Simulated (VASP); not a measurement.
Calculation: PBE GGA, VASP's PBE PAW potentials (set 64) (plane waves; VASP).

The input files of a VASP run:

**INCAR**
```
# general
SYSTEM  = Na
PREC    = Accurate
ENCUT   = 500
LREAL   = F
LASPH   = T

# electronic loop
EDIFF   = 1E-6
NELM    = 100
ALGO    = Normal

# smearing
ISMEAR  = 1
SIGMA   = 0.1

# functional
GGA     = PE

# ions
IBRION  = 2
NSW     = 40
ISIF    = 3
EDIFFG  = -0.02
PSTRESS = 450

# output
LWAVE   = F
LCHARG  = F
```

### POSCAR
```
Na
1
   -1.5262127189     1.5262127189     1.5262127189
    1.5262127189    -1.5262127189     1.5262127189
    1.5262127189     1.5262127189    -1.5262127189
Na
1
Direct
  1.0000000000   1.0000000000   0.0000000000
```

File KPOINTS:
```
Automatic mesh
0
Gamma
17 17 17
0 0 0
```

POTCAR, in this order: Na_pv (PBE.64 set). Program: vasp_std.

Output of the run:

**OSZICAR**
```
       N       E                     dE             d eps       ncg     rms          rms(c)
DAV:   1     0.165109215923E+02    0.16511E+02   -0.43213E+03  2317   0.110E+03
DAV:   2     0.291643135858E+00   -0.16219E+02   -0.16174E+02  2555   0.129E+02
DAV:   3     0.136369776319E+00   -0.15527E+00   -0.15527E+00  2723   0.177E+01
DAV:   4     0.135705091400E+00   -0.66468E-03   -0.66468E-03  2947   0.105E+00
DAV:   5     0.135700730004E+00   -0.43614E-05   -0.43612E-05  2835   0.652E-02    0.624E-01
DAV:   6     0.143124745191E+00    0.74240E-02   -0.96387E-04  3094   0.485E-01    0.390E-01
DAV:   7     0.148097538321E+00    0.49728E-02   -0.22494E-03  3332   0.716E-01    0.191E-02
DAV:   8     0.148083122604E+00   -0.14416E-04   -0.33178E-05  2513   0.116E-01    0.404E-03
DAV:   9     0.148082195189E+00   -0.92742E-06   -0.48214E-07  1484   0.104E-02
   1 F= 0.41420736E+01 E0= 0.41421707E+01  d E =0.414207E+01
```

OUTCAR:
```
------------------------ aborting loop because EDIFF is reached ----------------------------------------
  FORCE on cell =-STRESS in cart. coord.  units (eV):
  Direction    XX          YY          ZZ          XY          YZ          ZX
  --------------------------------------------------------------------------------------
  Total        3.9793734      3.9793734      3.9793734     -0.0000000     -0.0000000      0.0000000
  in kB      448.3529998    448.3529998    448.3529998     -0.0000000     -0.0000000      0.0000000
  external PRESSURE =      -1.6470002 kB  Pullay stress =     450.0000000 kB
  volume of cell :       14.22
      direct lattice vectors                 reciprocal lattice vectors
    -1.526212719  1.526212719  1.526212719     0.000000000  0.327608330  0.327608330
     1.526212719 -1.526212719  1.526212719     0.327608330  0.000000000  0.327608330
     1.526212719  1.526212719 -1.526212719     0.327608330  0.327608330  0.000000000
 POSITION                                       TOTAL-FORCE (eV/Angst)
 -----------------------------------------------------------------------------------
      0.00000      0.00000      0.00000        -0.000000      0.000000      0.000000
 -----------------------------------------------------------------------------------
    total drift:                                0.000000     -0.000000      0.000000
  FREE ENERGIE OF THE ION-ELECTRON SYSTEM (eV)
  ---------------------------------------------------
  free  energy   TOTEN  =         0.1480821952 eV

  energy  without entropy=        0.1483733018  energy(sigma->0) =        0.14817923
  enthalpy is  TOTEN    =         4.1420736206 eV   P V=        3.9939914254

 reached required accuracy - stopping structural energy minimisation
```
(Selected blocks of OUTCAR.)

The compound is Na in the bcc structure. It was relaxed first under an external pressure of 45 GPa.
